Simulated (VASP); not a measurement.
Here is the system:

```yaml
crystal:
  lattice:
    - [0.00000, 2.44115, 2.44115]
    - [2.44115, 0.00000, 2.44115]
    - [2.44115, 2.44115, 0.00000]
  atoms:
    - { symbol: Cd, position: [0.00000, 0.00000, 0.00000] }
    - { symbol: O, position: [0.50000, 0.50000, 0.50000] }
```

Computed with vdW-DF2, VASP's PBE PAW potentials (set 64) (plane waves; VASP). Numerical set-up: 520 eV cut-off, Gaussian smearing of 0.050 eV, potentials Cd O.

Give the energies of bands 2 to 10 at the high-symmetry points, in eV from the Fermi level.

```json
[
 {"band": "2", "Γ": "-6.64", "X": "-6.96", "U": "-6.89", "L": "-7.16", "W": "-6.68"},
 {"band": "3", "Γ": "-6.64", "X": "-6.20", "U": "-6.55", "L": "-7.00", "W": "-6.67"},
 {"band": "4", "Γ": "-6.64", "X": "-6.14", "U": "-6.43", "L": "-7.00", "W": "-6.67"},
 {"band": "5", "Γ": "-6.40", "X": "-6.14", "U": "-6.21", "L": "-6.23", "W": "-6.14"},
 {"band": "6", "Γ": "-6.40", "X": "-5.93", "U": "-6.11", "L": "-6.23", "W": "-6.00"},
 {"band": "7", "Γ": "-0.90", "X": "-3.40", "U": "-2.74", "L": "-3.49", "W": "-2.38"},
 {"band": "8", "Γ": "-0.90", "X": "-1.72", "U": "-2.42", "L": "0.02", "W": "-2.38"},
 {"band": "9", "Γ": "-0.90", "X": "-1.72", "U": "-0.96", "L": "0.02", "W": "-1.62"},
 {"band": "10", "Γ": "-0.51", "X": "3.28", "U": "4.70", "L": "4.69", "W": "5.16"}
]
```

It has no gap at this level: it comes out as a metal or semimetal.

The compound is CdO in the rock salt structure. It was relaxed first, which changed the volume by +12 %.
